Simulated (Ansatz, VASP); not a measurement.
# PtS2 in two plane-wave programs

Aim: how closely do two programs agree when they are given the same cell, functional and k mesh? The cell is taken from a series of runs on this material, whose earlier steps may have relaxed, scaled, displaced or heated it; both programs get it as it stands.

Main program and level: Ansatz 0.2.0; plane waves, with VASP 6.6.1 beside it; zone-centre phonons at PBEsol with D3(BJ).

## 1. Starting point

The structure is trigonal, space group P-3m1 (No. 164). Conventional cell: a = 3.497 Å, b = 3.497 Å, c = 4.087 Å, α = 90.00°, β = 90.00°, γ = 120.00°. Nearest to S lie 3 Pt at 2.34 Å. Pt has 6 S at 2.34 Å nearest. Farther neighbours and most contacts between anions are not listed.

## 2. Ansatz: zone-centre phonons, PBEsol with D3(BJ)

Ansatz runs on its PAW soft_1 files.

Second derivatives magnify differences that forces hide, and they need a tight electronic threshold.

input.yaml reads:

```yaml
crystal:
  lattice:
    - [3.4969055374, 0.0, 0.0]
    - [-1.7484527687, 3.02840903, 0.0]
    - [0.0, 0.0, 4.0873236525]
  atoms:
    - { symbol: S, position: [0.3333333333, 0.6666666667, 0.2888746202] }
    - { symbol: S, position: [0.6666666667, 0.3333333333, 0.7111253798] }
    - { symbol: Pt, position: [0.0, 0.0, 0.0] }
kpoints:
  mp_grid: { grid: [15, 15, 12] }
hamiltonian:
  xc: pbesol
  dispersion: d3bj
  pseudopotentials: { kind: paw, azcp: { folder: soft_1 }, xc_functional: pbe }
scf:
  occupations: { method: methfessel_paxton, width: 0.2 }
output:
  eigenvalues: true
phonons:
  method: dfpt
```

Command:

```bash
$ ansatz run input.yaml --threads 4 --pin off --max-ram 10240MiB --backend cpu --events-out ev --progress --plain --runs-dir out
```

Numbers of over 12 decimals in the logs are rounded to 6 here.

Output:

```text
Engine: ansatz 0.2.0, x86_64-unknown-linux-gnu
Pseudopotentials: kind: paw
Pseudopotential: S, paw, valence charge 6, recommended cutoff 420 eV (normal), soft_1/S.paw.azcp
Pseudopotential: Pt, paw, valence charge 18, recommended cutoff 420 eV (normal), soft_1/Pt.paw.azcp
Functional definition: PBEsol
  exchange = pbesol_x
  correlation = pbesol_c
Crystal: 3 atoms, lattice volume = 43.285 Å³
Basis set: ecut = 420 eV, 823 PW (Γ), exchange–correlation on 48×48×60 points (8 copies of the dense FFT grid, shifted against one another)
Bands: 19, of which v1, the nominal top of the filled ones, is band 15 counted from 1 (14 counted from 0)
Symmetry: 12 space group operations
k-points: 728 of 2700 (irreducible under 2 space group operations, time reversal used)
Non-local potential: S, projectors of the file, l = 0: 2, l = 1: 2, l = 2: 1
Non-local potential: Pt, projectors of the file, l = 0: 3, l = 1: 2, l = 2: 2, l = 3: 1
PAW form: soft (Blöchl's): semilocal exchange-correlation on the pseudo side does not see the compensation charge
PAW frozen core: S, regenerated for the run's functional, and the local potential with it (the file was generated under x = pbe(κ = 0.804, μ = 0.219515), c = pbe(β = 0.066725))
PAW frozen core: Pt, regenerated for the run's functional, and the local potential with it (the file was generated under x = pbe(κ = 0.804, μ = 0.219515), c = pbe(β = 0.066725))
PAW one-centre angular grid: S, 110 points (default); XC on 64 Gauss nodes
PAW one-centre angular grid: Pt, 590 points (default); XC on 64 Gauss nodes
Initial density: superposition of atomic densities (chi_scale 0.1, normalization cell, long waves kept (reshape's long-wave potential 0.00 eV rms))
Initial wavefunctions: pseudopotential atomic-orbital guess
Functional: x = pbesol(κ = 0.804, μ = 0.123457), c = pbesol(β = 0.046)
SCF iter   1: F=—  HF=-14157.965756 eV  |F-HF|=—  |Δ(HF+E_count)|=         —  Δρ=8.06e-2  dr2=2.27e0  ethr=3.10e-3  ⟨swp⟩=6.1  Hψ=73051  notcnv=0
preconditioner: auto → none  [insulator: Δε(μ)=0.142 eV  Ē_g=10.364 eV  σ=0.200 eV  W_gap=0.52  n_scr=8 (ndim 8)  ℏωp=26.5 eV  f_vac=0.000  D(μ)=0.10/eV (n_scr^D=0)  ε∞_Penn≈7.5]
SCF iter   2: F=—  HF=-14157.518275 eV  |F-HF|=—  |Δ(HF+E_count)|=   4.47e-1  S|Δr|=    0.00e0  Δρ=2.89e-2  dr2=1.89e-1  ethr=3.10e-3  ⟨swp⟩=2.6  Hψ=30344  notcnv=0
SCF iter   3: F=—  HF=-14157.482587 eV  |F-HF|=—  |Δ(HF+E_count)|=   3.57e-2  S|Δr|=    0.00e0  Δρ=6.24e-3  dr2=8.15e-3  ethr=6.30e-4  ⟨swp⟩=1.4  Hψ=15908  notcnv=0
SCF iter   4: F=—  HF=-14157.481088 eV  |F-HF|=—  |Δ(HF+E_count)|=   1.50e-3  S|Δr|=    0.00e0  Δρ=8.29e-4  dr2=4.12e-4  ethr=2.72e-5  ⟨swp⟩=2.2  Hψ=21937  notcnv=0
SCF iter   5: F=—  HF=-14157.481015 eV  |F-HF|=—  |Δ(HF+E_count)|=   7.28e-5  S|Δr|=    0.00e0  Δρ=2.69e-4  dr2=1.39e-5  ethr=1.37e-6  ⟨swp⟩=2.5  Hψ=25593  notcnv=0
SCF iter   6: F=—  HF=-14157.481022 eV  |F-HF|=—  |Δ(HF+E_count)|=   6.89e-6  S|Δr|=    0.00e0  Δρ=4.07e-5  dr2=7.49e-7  ethr=4.64e-8  ⟨swp⟩=2.6  Hψ=22258  notcnv=0
SCF iter   7: F=—  HF=-14157.481025 eV  |F-HF|=—  |Δ(HF+E_count)|=   2.85e-6  S|Δr|=    0.00e0  Δρ=7.11e-6  dr2=2.81e-8  ethr=2.50e-9  ⟨swp⟩=2.4  Hψ=21733  notcnv=0
SCF iter   8: F=—  HF=-14157.481025 eV  |F-HF|=—  |Δ(HF+E_count)|=   1.97e-9  S|Δr|=    0.00e0  Δρ=1.24e-6  dr2=2.68e-10  ethr=9.38e-11  ⟨swp⟩=2.5  Hψ=22516  notcnv=0
SCF iter   9: F=-14157.481025 eV  HF=-14157.481025 eV  |F-HF|=1.82e-12  |Δ(HF+E_count)|=  2.36e-11  S|Δr|=    0.00e0  Δρ=1.28e-7  dr2=6.40e-12  ethr=1.00e-12  ⟨swp⟩=6.4  Hψ=87707  notcnv=0
the search or the solves at the SCF's close seem to have found levels that the self-consistency loop had missed (the run counts 2). By its estimate they hold under 1e-12 electrons; where the run keeps them, the occupations were computed again with them
SCF 1 converged in 9 iterations: F = -14157.481025 eV  dr2 = 6.40e-12
  greatest PAW one-centre occupation: 1.000 electrons in one spin orbital (limit 2), on the Pt atom at site 2 (counted from 0), in its partial waves of l = 0
DFPT response loops at Γ: preconditioner auto → Kerker (q_TF=auto, 2.567 Å⁻¹) (partly filled bands, converged f_vac=0.000); β = 1.00, the filter's whole step (`scf.mixing.beta` (0.50) is not read by the response loops under this deck's `scf.mixing.preconditioner`; to damp them name `kerker` or `kerker_dos`, under which they read `scf.mixing.beta`, and type it under 1.00, their step now; both keys bind the ground state too); Broyden in place of MSR1
SCF converged after 9 iterations
Stability not checked: this state was not tested for a lower state beside it, because cold or Methfessel-Paxton smearing, or corrected tetrahedra, fill the levels in a way that the test cannot read (fill_not_monotonic; see scf.lower_state_search)
Free energy (F): -14157.481025 eV
Harris-Foulkes:  -14157.481025 eV  (|F-HF|=1.82e-12)
Internal energy: -14157.481246 eV  (E = F + TS)
E sigma→0 (E₀):  -14157.481080 eV
Entropy (-TS):   0.000221 eV (0.074 meV/atom)
Fermi energy:    15.805713 eV
--- Per-component energies (eV) ---
  E_band       = -196.304220
  E_kinetic    = 815.478074
  E_local      = -2328.135594  (includes V_loc(G=0)·N_el)
  E_nonlocal   = 276.658518
  E_hartree    = 910.666622
  E_xc         = -410.874200
  E_vxc        = -441.267951  (∫ρ·V_xc dr)
  E_paw        = -10530.812549  (= ΣΔE_a)
  E_vpaw       = -340.371736  (= ΣTr[D̂ρ^β])
  E_aug_tail   = 0.001097  (compensation charges beyond the density's cutoff)
  E_ewald      = -2889.488295
  E_disp       = -1.385849  (pairwise vdW)
  E_core_change = 0.410930  (= ΣΔE_core)
  E_smearing   = 0.000221  (= −TS)
  E_closure    = -0.000000  (closes the sum)
  Σ components = -14157.481025   (vs F -14157.481025, Δ=0.00e0)
--- Band table (eV; the first three rows and the last of 728) ---
  k-point 0: bands = [... 11 lower, 13.3264, 14.2627, 14.2627, 16.2318, 16.2318, 16.4832, 18.5341, 21.7705]
  k-point 1: bands = [... 11 lower, 13.3117, 14.1315, 14.1315, 16.3283, 16.4142, 16.4142, 18.6266, 21.9674]
  k-point 2: bands = [... 11 lower, 13.2639, 13.8296, 13.8296, 15.8900, 16.8693, 16.8693, 18.9759, 22.4438]
  k-point 727: bands = [... 11 lower, 12.1046, 12.3870, 12.8522, 14.7068, 17.2730, 17.4213, 20.5610, 22.8498]
--- Phonons (Γ-DFPT): 4 representative perturbations + reference, on 728 of 2700 k-points (Σ response iterations 12) ---
  k mesh reduced under 2 symmetry operations, with k and −k counted as one. Each operation leaves every solved perturbation unchanged. A smaller set is not used because it would not reduce the number of displacements times k-points to solve
  ASR residual: 1.677e-4 → 0.000e0 eV/Å²; symmetrization residual: 3.179e-6 eV/Å²
  pairwise dispersion correction: d3bj (s6 = 1.0, s8 = 2.9491, a1 = 0.4466, a2_bohr = 6.1742), with the weights of each atom's references fixed at the reference crystal's, and the forces and stress that the weights' published response gives there kept as a pressure on the atom's counted neighbours (hamiltonian.dispersion)
  ASR residual per site (eV/Å²): 4.11e-5 4.11e-5 1.68e-4
  Γ frequencies (cm⁻¹): 0.00 0.00 0.00 307.31 307.31 344.75 352.28 352.28 394.03
  non-analytic LO–TO correction: not included (Born effective charges unavailable; polar crystals: no LO–TO splitting at Γ)
```

The column dr2 measures how far the density is from self-consistency, as an energy; F and HF (Harris–Foulkes) agree once it is small.

(Continued in part 2 of 2.)

[Lines on the potential files, build, host, timing and source positions are cut from VASP's logs without a mark.]

[Logs are printed without paths, hosts, clocks, repeated set-up lines and the standing remarks that a program may print on its own settings, such as how far it seeks lower states.]

[Hosts, paths, dates, database ids (printed as entryN), source tags and the programs' standing remarks are cut or masked in the printed files.]
